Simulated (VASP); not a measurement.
A convergence study with VASP on Eu (bcc): one setting is varied, all else stays as given below, so the limit is that of these other settings.

```
CELL_PARAMETERS angstrom
     -2.29000     2.29000     2.29000
      2.29000    -2.29000     2.29000
      2.29000     2.29000    -2.29000
ATOMIC_POSITIONS crystal
  Eu 0.00000 0.00000 0.00000
```

These are PBE GGA, VASP's PBE PAW potentials (set 64) (plane waves; VASP) values and carry that method's errors. The tightest run used: 550 eV cut-off, 21×21×21 Γ-centred mesh, tetrahedra with Blöchl corrections, potentials Eu_2.

The 4f electrons are frozen in the core of the lanthanide potential, so 4f levels, which can set the real gap, and their magnetism are missing.

Question: The settings run are 3×3×3 mesh; 4×4×4 mesh; 5×5×5 mesh; 6×6×6 mesh; 7×7×7 mesh; 8×8×8 mesh; 9×9×9 mesh; 10×10×10 mesh; 11×11×11 mesh; 12×12×12 mesh; 13×13×13 mesh; 14×14×14 mesh; 15×15×15 mesh; 16×16×16 mesh; 17×17×17 mesh; 18×18×18 mesh; 19×19×19 mesh; 20×20×20 mesh; 21×21×21 mesh. From which on does the stress (every component) stay within 0.2 GPa of the tightest run?

Answer: From 6×6×6 mesh on: it is off by 0.16 there and by no more than 0.2 in any finer run, while 5×5×5 mesh is off by 0.28.
```csv
setting,E (eV/atom),pressure (GPa),irreducible k-points,difference judged (GPa)
3×3×3 mesh,-1.6525,-0.66,4,0.30
4×4×4 mesh,-1.8483,-0.79,8,0.17
5×5×5 mesh,-1.8479,-0.68,10,0.28
6×6×6 mesh,-1.8509,-0.80,16,0.16
7×7×7 mesh,-1.8465,-0.81,20,0.15
8×8×8 mesh,-1.8491,-0.84,29,0.12
9×9×9 mesh,-1.8488,-0.87,35,0.09
10×10×10 mesh,-1.8480,-0.86,47,0.10
11×11×11 mesh,-1.8491,-0.92,56,0.04
12×12×12 mesh,-1.8490,-0.91,72,0.05
13×13×13 mesh,-1.8485,-0.92,84,0.04
14×14×14 mesh,-1.8490,-0.94,104,0.02
15×15×15 mesh,-1.8487,-0.94,120,0.02
16×16×16 mesh,-1.8485,-0.95,145,0.01
17×17×17 mesh,-1.8487,-0.95,165,0.01
18×18×18 mesh,-1.8486,-0.95,195,0.01
19×19×19 mesh,-1.8486,-0.96,220,0.00
20×20×20 mesh,-1.8486,-0.96,256,0.00
21×21×21 mesh,-1.8485,-0.96,286,0.00
```

Left out are rungs that failed or repeat a setting and relaxations that didn't move; long series are thinned to 24 rows.

The compound is Eu in the bcc structure. The cell was not relaxed at this level.
